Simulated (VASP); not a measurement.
Given:

```yaml
crystal:
  lattice:
    - [0.00000, 3.12431, 3.12431]
    - [3.12431, 0.00000, 3.12431]
    - [3.12431, 3.12431, 0.00000]
  atoms:
    - { symbol: K, position: [0.00000, 0.00000, 0.00000] }
    - { symbol: Cl, position: [0.50000, 0.50000, 0.50000] }
```

The numbers are results of PBEsol GGA, VASP's PBE PAW potentials (set 64) (plane waves; VASP), not measurements. Run with 400 eV cut-off, Gaussian smearing of 0.050 eV, potentials K_sv Cl.

Q: What does the run give for the band gap (along the path) with the smallest direct gap where there is one?

A: 
* **band gap (along the path)**: 5.09 eV
* **smallest direct gap (along the path)**: 5.09 eV

The absolute energy has meaning only against runs of the same code, potentials and settings.

The structure was generated: KCl was put into the rock salt type (Fm-3m), which need not be its known phase. It was relaxed first, which changed the volume by -15 %.
